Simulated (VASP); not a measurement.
A run of VASP 6.6.1:

POSCAR

```
Au
1.0
    2.8226199300      0.0000000000      0.0000000000
   -1.4113099650      2.5559330250      0.0000000000
    0.0000000000      0.0000000000     29.6795088300
Au
7
Direct
    0.3346720300      0.6693440600      0.2526995997
    0.6653279700      0.3306559400      0.3351330665
    0.3346720300      0.6693440600      0.4175665332
    0.6653279700      0.3306559400      0.5000000000
    0.3346720300      0.6693440600      0.5824334668
    0.6653279700      0.3306559400      0.6648669335
    0.3346720300      0.6693440600      0.7473004003
```

Contents of INCAR.step1:

```
SYSTEM = Au
ALGO = Normal
DIPOL = 0.5 0.5 0.500
EDIFF = 1E-7
ENCUT = 520
GGA = PS
IDIPOL = 3
ISIF = 2
ISMEAR = -1
LASPH = .TRUE.
LCHARG = .TRUE.
LDAU = .TRUE.
LDAUJ = 0
LDAUL = 2
LDAUPRINT = 1
LDAUTYPE = 2
LDAUU = 6
LDIPOL = .TRUE.
LMAXMIX = 4
LREAL = .FALSE.
LWAVE = .FALSE.
NELM = 100
PREC = Accurate
SIGMA = 0.05
```

File KPOINTS.step1:

```
k-points
0
G
  8 8 1
  0 0 0
```

The input INCAR.step2:

```
SYSTEM = Au
ALGO = Normal
DIPOL = 0.5 0.5 0.500
EDIFF = 1E-7
ENCUT = 520
GGA = PS
ICHARG = 11
IDIPOL = 3
ISIF = 2
ISMEAR = -5
LASPH = .TRUE.
LCHARG = .FALSE.
LDAU = .TRUE.
LDAUJ = 0
LDAUL = 2
LDAUPRINT = 1
LDAUTYPE = 2
LDAUU = 6
LDIPOL = .TRUE.
LMAXMIX = 4
LORBIT = 11
LREAL = .FALSE.
LWAVE = .FALSE.
NEDOS = 2001
NELM = 100
PREC = Accurate
SIGMA = 0.05
```

The input KPOINTS.step2:

```
k-points
0
G
  12 12 1
  0 0 0
```

Potentials or basis: VASP PAW PBE potentials, release 64 (Au).

Run with:

```bash
$ cat potpaw_PBE.64/Au/POTCAR > POTCAR
$ cp INCAR.step1 INCAR
$ cp KPOINTS.step1 KPOINTS
$ mpirun -np 1 vasp_std > vasp.out
$ cp INCAR.step2 INCAR
$ cp KPOINTS.step2 KPOINTS
$ mpirun -np 1 vasp_std > vasp.out
```

Hardware: 1 thread of Intel(R) Xeon(R) 6975P-C (Granite Rapids), on a shared host.

Estimate the wall time of this run.

It took 4.4 min on 1 thread of Intel(R) Xeon(R) 6975P-C (Granite Rapids), on a shared host, peak memory 0.5 GiB. Counts: scf iterations 9, k points 43.
